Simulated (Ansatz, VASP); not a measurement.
# SiW5 (W(100), 5 layers, one monolayer of Si on top sites) in two plane-wave programs, part 2 of 2

Aim: how closely do two programs agree when they are given the same cell, functional and k mesh? Of the first pair: The structure shown is the start of the Ansatz relaxation below; VASP solves that cell, so the two are compared at the walk's first step.

VASP 6.6.1 and Ansatz 0.2.0.

So far: The starting structure; Ansatz: relaxation, PBE.

### Step 3. VASP: single point, PBE, start cell, pair 1

Level of this step: PBE; plane waves and PAW (W, Si) (VASP).

The same cell, functional, mesh and smearing now go to VASP, with its own data sets.

Lines of VASP's logs that name or quote its potential files are left out, and so is its time.

The input, INCAR:

```
SYSTEM = SiW5
PREC = Accurate
ENCUT = 520
EDIFF = 1E-06
NELM = 120
ISMEAR = -1
SIGMA = 0.1
LREAL = .FALSE.
ALGO = Normal
GGA = PE
NBANDS = 23
LASPH = .TRUE.
LORBIT = 11
LWAVE = .FALSE.
LCHARG = .FALSE.
ISIF = 2
LDIPOL = .TRUE.
IDIPOL = 3
DIPOL = 0.5 0.5 0.488
LVHAR = .TRUE.
GGA_COMPAT = .FALSE.
NELMDL = -8
KPAR = 2
```

The input, POSCAR:

```
SiW5
1.0
    3.1600000000      0.0000000000      0.0000000000
    0.0000000000      3.1600000000      0.0000000000
    0.0000000000      0.0000000000     25.3200000000
W Si
5 1
Direct
    0.0000000000      0.0000000000      0.3278041074
    0.5000000000      0.5000000000      0.3902053712
    0.0000000000      0.0000000000      0.4526066351
    0.5000000000      0.5000000000      0.5150078989
    0.0000000000      0.0000000000      0.5774091627
    0.0000000000      0.0000000000      0.6852290679
```

The input, KPOINTS:

```
Automatic mesh
0
Gamma
8 8 1
0 0 0
```

PAW data sets: W and Si (PBE family, release 64).

Command:

```bash
$ mpirun -np 2 vasp_std
```

Numbers of over 12 decimals in the logs are rounded to 6 here.

Log:

```text
[banner, memory and clock lines left out]
running    2 mpi-ranks, on    1 nodes
 distrk:  each k-point on    1 cores,    2 groups
 distr:  one band on    1 cores,    1 groups

 POSCAR found type information on POSCAR W Si
 POSCAR found :  2 types and       6 ions
 LDA part: xc-table for (Slater+PW92), standard interpolation
 POSCAR, INCAR and KPOINTS ok, starting setup
 FFT: planning ... GRIDC
 FFT: planning ... GRID_SOFT
 FFT: planning ... GRID
 WAVECAR not read
 entering main loop
       N       E                     dE             d eps       ncg     rms          rms(c)
DAV:   1     0.158896071729E+03    0.15890E+03   -0.12599E+04   690   0.117E+03
DAV:   2    -0.497928960640E+02   -0.20869E+03   -0.19693E+03  1016   0.239E+02
DAV:   3    -0.682539657431E+02   -0.18461E+02   -0.17677E+02   879   0.678E+01
DAV:   4    -0.693460577791E+02   -0.10921E+01   -0.10625E+01  1116   0.152E+01
DAV:   5    -0.693850409260E+02   -0.38983E-01   -0.38692E-01  1102   0.279E+00
DAV:   6    -0.693865991622E+02   -0.15582E-02   -0.15550E-02  1188   0.456E-01
DAV:   7    -0.693866682287E+02   -0.69067E-04   -0.68950E-04  1078   0.806E-02
DAV:   8    -0.693866735715E+02   -0.53428E-05   -0.53379E-05  1148   0.160E-02    0.403E+01
DAV:   9    -0.869341447792E+02   -0.17547E+02   -0.13501E+02  1262   0.405E+01    0.264E+01
DAV:  10    -0.215340495225E+03   -0.12841E+03   -0.20984E+03  1326   0.131E+02    0.392E+01
DAV:  11    -0.837960178446E+02    0.13154E+03   -0.86226E+02  1249   0.987E+01    0.186E+01
DAV:  12    -0.718280502921E+02    0.11968E+02   -0.18856E+02  1176   0.596E+01    0.130E+01
DAV:  13    -0.665296684271E+02    0.52984E+01   -0.26947E+01  1124   0.231E+01    0.827E+00
DAV:  14    -0.656307702341E+02    0.89890E+00   -0.40243E+00  1071   0.885E+00    0.571E+00
[...]
DAV:  30    -0.647589063530E+02   -0.36053E-04   -0.37012E-05  1060   0.244E-02    0.193E-02
DAV:  31    -0.647589551879E+02   -0.48835E-04   -0.14567E-05   927   0.156E-02    0.840E-03
DAV:  32    -0.647590105637E+02   -0.55376E-04   -0.56619E-06   743   0.888E-03    0.734E-03
DAV:  33    -0.647590455156E+02   -0.34952E-04   -0.21920E-05  1052   0.159E-02    0.803E-03
DAV:  34    -0.647590553221E+02   -0.98065E-05   -0.22366E-06   694   0.728E-03    0.610E-03
DAV:  35    -0.647590570479E+02   -0.17257E-05   -0.40245E-07   555   0.332E-03    0.416E-03
DAV:  36    -0.647590598302E+02   -0.27823E-05   -0.11556E-06   623   0.466E-03    0.289E-03
DAV:  37    -0.647590604597E+02   -0.62957E-06   -0.29174E-07   534   0.399E-03
   1 F= -.64759060E+02 E0= -.64665693E+02  d E =-.186734E+00
```

From OUTCAR (step 3):

```text
ion  position               nearest neighbor table
   1  0.000  0.000  0.328-   2 2.74   2 2.74   2 2.74   2 2.74   3 3.16
   2  0.500  0.500  0.390-   1 2.74   1 2.74   1 2.74   1 2.74   3 2.74   3 2.74   3 2.74   3 2.74
                             4 3.16
   3  0.000  0.000  0.453-   4 2.74   4 2.74   4 2.74   4 2.74   2 2.74   2 2.74   2 2.74   2 2.74
                             5 3.16   1 3.16
   4  0.500  0.500  0.515-   5 2.74   5 2.74   5 2.74   5 2.74   3 2.74   3 2.74   3 2.74   3 2.74
                             2 3.16
   5  0.000  0.000  0.577-   6 2.73   4 2.74   4 2.74   4 2.74   4 2.74   3 3.16
   6  0.000  0.000  0.685-   5 2.73

  LATTYP: Found a simple tetragonal cell.
 ALAT       =     3.1600000000
 C/A-ratio  =     8.0126582278

 Subroutine GETGRP returns: Found  8 space group operations
 (whereof  8 operations were pure point group operations)

The static configuration has the point symmetry C_4v.

 Found     15 irreducible k-points:

   k-points           NKPTS =     15   k-points in BZ     NKDIM =     15   number of bands    NBANDS=     23

   dimension x,y,z NGX =    24 NGY =   24 NGZ =  192
   dimension x,y,z NGXF=    48 NGYF=   48 NGZF=  384

   ENCUT  =  520.0 eV  38.22 Ry    6.18 a.u.   5.88  5.88 47.08*2*pi/ulx,y,z

   NELECT =      34.0000    total number of electrons

 k-points in reciprocal lattice and weights: Automatic mesh
   0.00000000  0.00000000  0.00000000       0.016
   0.12500000  0.00000000  0.00000000       0.062
   0.25000000  0.00000000  0.00000000       0.062
   0.37500000  0.00000000  0.00000000       0.062
   0.50000000  0.00000000  0.00000000       0.031
   0.12500000  0.12500000  0.00000000       0.062
   0.25000000  0.12500000  0.00000000       0.125
   0.37500000  0.12500000  0.00000000       0.125
   0.50000000  0.12500000  0.00000000       0.062
[...]
0.50000000  0.37500000  0.00000000       0.062
   0.50000000  0.50000000  0.00000000       0.016

 dipolmoment           0.000000      0.000000      0.047830 electrons x Angstroem

 average (electrostatic) potential at core
       1 -45.5903       2 -45.4185       3 -45.5754       4 -45.2472       5 -45.4999
       6 -89.5485

 E-fermi :   0.1028

 k-point     1 :       0.0000    0.0000    0.0000
  band No.  band energies     occupation
    ...
     13      -0.5994      1.99822
     14      -0.5366      1.99666
     15      -0.5366      1.99666
     16      -0.1905      1.89897
     17      -0.0985      1.76433
     18       0.2903      0.26588
     19       0.2903      0.26588
     20       0.5471      0.02325
     21       1.7287      0.00000
     22       1.8919      0.00000
    ...

 k-point     2 :       0.1250    0.0000    0.0000
  band No.  band energies     occupation
    ...
     14      -0.5588      1.99733
     15      -0.2662      1.95129
     16      -0.2128      1.91832
     17      -0.1999      1.90757
     18       0.1733      0.66154
     19       0.9081      0.00064
     20       1.0738      0.00012
     21       1.2087      0.00003
     22       1.3881      0.00001
     23       1.9485      0.00000

 k-point     3 :       0.2500    0.0000    0.0000
  band No.  band energies     occupation
    ...
     13      -1.1225      1.99999
     14      -0.7815      1.99971
     15      -0.7579      1.99963
     16      -0.5256      1.99628
     17      -0.3120      1.96890
     18       0.6959      0.00530
     19       0.8781      0.00086
     20       1.0392      0.00017
     21       1.2168      0.00003
     22       1.2995      0.00001
    ...

  Total       -9.1194423     -9.1194423     -7.7359674      0.0000000     -0.0000000      0.0000000
  in kB      -57.7884435    -57.7884435    -49.0215846      0.0000000     -0.0000000      0.0000000
  external PRESSURE =     -54.8661572 kB  Pullay stress =       0.0000000 kB

  energy-cutoff  :      520.00
  volume of cell :      252.84
      direct lattice vectors                 reciprocal lattice vectors
     3.160000000  0.000000000  0.000000000     0.316455696  0.000000000  0.000000000
     0.000000000  3.160000000  0.000000000     0.000000000  0.316455696  0.000000000
     0.000000000  0.000000000 25.320000000     0.000000000  0.000000000  0.039494471

 POSITION                                       TOTAL-FORCE (eV/Angst)
 -----------------------------------------------------------------------------------
      0.00000      0.00000      8.30000         0.000000      0.000000      1.599883
      1.58000      1.58000      9.88000         0.000000      0.000000     -1.650493
      0.00000      0.00000     11.46000         0.000000      0.000000     -0.139176
      1.58000      1.58000     13.04000         0.000000     -0.000000      1.208768
      0.00000      0.00000     14.62000         0.000000      0.000000      0.425388
      0.00000      0.00000     17.35000         0.000000      0.000000     -1.444370
 -----------------------------------------------------------------------------------
    total drift:                                0.000000      0.000000      0.000390

  FREE ENERGIE OF THE ION-ELECTRON SYSTEM (eV)
  ---------------------------------------------------
  free  energy   TOTEN  =       -64.7590604597 eV

  energy  without entropy=      -64.5723264233  energy(sigma->0) =      -64.66569344

 vacuum level on the upper side and lower side of the slab         5.203         4.336

 total charge
# of ion       s       p       d       tot
------------------------------------------
    1        0.635   0.390   3.979   5.004
    2        0.684   0.683   4.171   5.538
    3        0.682   0.704   4.168   5.555
    4        0.687   0.691   4.189   5.567
    5        0.632   0.478   3.949   5.059
    6        0.880   0.599   0.000   1.480
--------------------------------------------------
tot          4.201   3.546  20.456  28.203

[... 3 further parts left out ...]
```

### Step 4. Side by side

Known differences besides the potentials themselves: the data sets hold 74 valence electrons in Ansatz (on its default PAW (the set named soft_2) files) and 34 in VASP; the cutoff is 420 eV in Ansatz and 520 eV in VASP. Total energies have different zeros and are not compared.

Forces (eV/Å; atoms numbered as in POSCAR):

```
atom        Ansatz x, y, z          VASP x, y, z
  W1   0.000, 0.000, 1.366   0.000, 0.000, 1.600
  W2  0.000, 0.000, -1.628  0.000, 0.000, -1.650
  W3  0.000, 0.000, -0.135  0.000, 0.000, -0.139
  W4   0.000, 0.000, 1.184   0.000, 0.000, 1.209
  W5   0.000, 0.000, 0.642   0.000, 0.000, 0.425
 Si6  0.000, 0.000, -1.430  0.000, 0.000, -1.444
```

The forces differ by 76 meV/Å r.m.s., which is 10.7 % of the r.m.s. force of 0.708 eV/Å (both taken over all components). With vacuum in the cell, a pressure given here is an average over mostly empty space and none of the material.

### Step 5. What the set-up changes

Further runs change the set-up of one program: Ansatz's method, potentials or start, or VASP's data sets, cutoff or form of LDA. The table gives that difference for each run.

```
                                                       run  r.m.s. force difference (meV/Å)
                                                  as above                               76
VASP with the data sets W_sv and Si and a cutoff of 400 eV                               11
```

### Step 6. Ansatz: relaxation, PBE

This run makes the geometry at which the two programs are then compared.

The structure compared here is the end of the Ansatz relaxation.

The input, input.yaml:

```yaml
crystal:
  lattice:
    - [3.16, 0.0, 0.0]
    - [0.0, 3.16, 0.0]
    - [0.0, 0.0, 25.32]
  atoms:
    - { symbol: W, position: [0.0, 0.0, 0.3278041074] }
    - { symbol: W, position: [0.5, 0.5, 0.3902053712] }
    - { symbol: W, position: [0.0, 0.0, 0.4526066351] }
    - { symbol: W, position: [0.5, 0.5, 0.5150078989] }
    - { symbol: W, position: [0.0, 0.0, 0.5774091627] }
    - { symbol: Si, position: [0.0, 0.0, 0.6852290679] }
kpoints:
  mp_grid: { grid: [8, 8, 1] }
hamiltonian:
  xc: pbe
scf:
  occupations: { method: fermi_dirac, width: 0.1 }
  convergence: { dr2_threshold: 1.0e-08 }
efield:
  axis: 3
  dipole_correction: true
  ramp_position: 0.97
  ramp_width: 0.04
relax:
  f_tol: 0.01
  constraints: [{ sites: [0, 1, 2] }]
output:
  write_potential: true
  write_density: true
  volumetric_format: npy
```

Command:

```bash
$ ansatz run input.yaml --threads 4 --pin off --max-ram 8192MiB --backend cpu --events-out ev --progress --plain --runs-dir out
```

Log:

```text
[...]
Crystal: 6 atoms, lattice volume = 252.835 Å³
Basis set: ecut = 420 eV, 4957 PW (Γ), exchange–correlation on 48×48×360 points (8 copies of the dense FFT grid, shifted against one another)
Bands: 45, of which v1, the nominal top of the filled ones, is band 37 counted from 1 (36 counted from 0)
Symmetry: 8 space group operations
[...]
F+E_penalty+E_count = -52554.51934944 eV   max|allowed force component| = 1.064e-3 eV/Å
  atoms:
    - { symbol: W, position: [0.0, 0.0, 0.327804] }
    - { symbol: W, position: [0.500000, 0.500000, 0.390205] }
    - { symbol: W, position: [0.0, 0.0, 0.452607] }
    - { symbol: W, position: [0.500000, 0.500000, 0.517217] }
    - { symbol: W, position: [-7.190310294396897e-19, 0, 0.576947] }
    - { symbol: Si, position: [-1.8617067146921453e-17, 0, 0.673270] }
[key lines of the parts left out:]
SCF converged after 7 iterations
Free energy (F): -52554.519349 eV
Fermi energy:    4.723672 eV
Dipole field:    D = -0.038662 V/Å  (p = -0.054021 e·Å, saw-weighted, corrected)
Work function:   Φ+ = 5.1976 eV   Φ− = 4.2187 eV
```

### Step 7. VASP: single point, PBE, relaxed cell, pair 2

The same cell, functional, mesh and smearing now go to VASP, with its own data sets.

INCAR is that of step 3.

Edit POSCAR of step 3 so:

```diff
@@ -11,4 +11,4 @@
     0.0000000000      0.0000000000      0.4526066351
-    0.5000000000      0.5000000000      0.5150078989
-    0.0000000000      0.0000000000      0.5774091627
-    0.0000000000      0.0000000000      0.6852290679
+    0.5000000000      0.5000000000      0.5172167437
+    0.0000000000      0.0000000000      0.5769472895
+    0.0000000000      0.0000000000      0.6732703019
```

KPOINTS is that of step 3.

Command:

```bash
$ mpirun -np 2 vasp_std
```

Log:

```text
[... set-up lines as in an earlier step ...]
 entering main loop
       N       E                     dE             d eps       ncg     rms          rms(c)
DAV:   1     0.162152300677E+03    0.16215E+03   -0.12618E+04   690   0.117E+03
DAV:   2    -0.489552546242E+02   -0.21111E+03   -0.19664E+03   999   0.241E+02
DAV:   3    -0.685071050038E+02   -0.19552E+02   -0.18658E+02   871   0.701E+01
DAV:   4    -0.696842685248E+02   -0.11772E+01   -0.11495E+01  1109   0.160E+01
[...]
DAV:  37    -0.650688518004E+02   -0.25627E-05   -0.23836E-07   465   0.195E-03    0.949E-04
DAV:  38    -0.650688529740E+02   -0.11736E-05   -0.96729E-08   450   0.123E-03    0.516E-04
DAV:  39    -0.650688535527E+02   -0.57862E-06   -0.57282E-08   450   0.950E-04
   1 F= -.65068854E+02 E0= -.64980399E+02  d E =-.176909E+00
```

Parts of OUTCAR (step 7):

```text
  Total       -8.1362479     -8.1362479     -3.4458120      0.0000000      0.0000000     -0.0000000
  in kB      -51.5580979    -51.5580979    -21.8355579      0.0000000      0.0000000     -0.0000000
  external PRESSURE =     -41.6505846 kB  Pullay stress =       0.0000000 kB

 POSITION                                       TOTAL-FORCE (eV/Angst)
 -----------------------------------------------------------------------------------
      0.00000      0.00000      8.30000        -0.000000     -0.000000      1.520546
      1.58000      1.58000      9.88000         0.000000      0.000000     -1.329690
      0.00000      0.00000     11.46000         0.000000     -0.000000     -0.008965
      1.58000      1.58000     13.09593         0.000000     -0.000000      0.066028
      0.00000      0.00000     14.60831         0.000000      0.000000     -0.236204
      0.00000      0.00000     17.04720         0.000000      0.000000     -0.011714
 -----------------------------------------------------------------------------------
    total drift:                                0.000000      0.000000     -0.000089

  FREE ENERGIE OF THE ION-ELECTRON SYSTEM (eV)
  ---------------------------------------------------
  free  energy   TOTEN  =       -65.0688535527 eV

  energy  without entropy=      -64.8919446725  energy(sigma->0) =      -64.98039911

[... 2 parts as in an earlier step ...]

[... 1 further part left out ...]
[key lines of the parts left out:]
E-fermi :   0.0388
```

### Step 8. Side by side

What differs besides the data sets and the points named for the pairs above, as far as they apply: the data sets hold 74 valence electrons in Ansatz (on its default PAW (the set named soft_2) files) and 34 in VASP. Total energies have different zeros and are not compared.

Both answers:

```
                                   quantity  Ansatz  VASP  difference
 work function, lower of the two faces (eV)    4.22  4.24       -0.02
work function, higher of the two faces (eV)    5.20  5.20        0.00
```

Forces (eV/Å; atoms numbered as in POSCAR):

```
atom        Ansatz x, y, z          VASP x, y, z
  W1   0.000, 0.000, 1.287   0.000, 0.000, 1.521
  W2  0.000, 0.000, -1.311  0.000, 0.000, -1.330
  W3   0.000, 0.000, 0.023  0.000, 0.000, -0.009
  W4   0.000, 0.000, 0.001   0.000, 0.000, 0.066
  W5  0.000, 0.000, -0.001  0.000, 0.000, -0.236
 Si6   0.000, 0.000, 0.001  0.000, 0.000, -0.012
```

The forces differ by 80 meV/Å r.m.s., which is 16.7 % of the r.m.s. force of 0.480 eV/Å (both taken over all components). With vacuum in the cell, a pressure given here is an average over mostly empty space and none of the material.

### Step 9. Outcome

| Property | Result |
| --- | --- |
| r.m.s. force difference (single point, PBE, start cell, pair 1) | 11 % of the r.m.s. force |
| r.m.s. force difference (single point, PBE, relaxed cell, pair 2) | 17 % of the r.m.s. force |

The r.m.s. force difference is 17 % of the r.m.s. force (single point, PBE, relaxed cell, pair 2), beyond the 3 % picked in this series as the mark of a large difference. The data sets hold unlike numbers of valence electrons (74 in Ansatz and 34 in VASP), so part of the differences comes from the potentials. Single point, PBE, start cell, pair 1, VASP with the data sets W_sv and Si and a cutoff of 400 eV: r.m.s. force difference goes from 76 to 11 meV/Å. What causes the difference of the single point, PBE, relaxed cell, pair 2 pair stays open here. How closely two codes agree says nothing of how well the functional describes the real material.

[Lines on the potential files, build, host, timing and source positions are cut from VASP's logs without a mark.]

[Logs are printed without paths, hosts, clocks, repeated set-up lines and the standing remarks that a program may print on its own settings, such as how far it seeks lower states.]

[Hosts, paths, dates, database ids (printed as entryN), source tags and the programs' standing remarks are cut or masked in the printed files.]
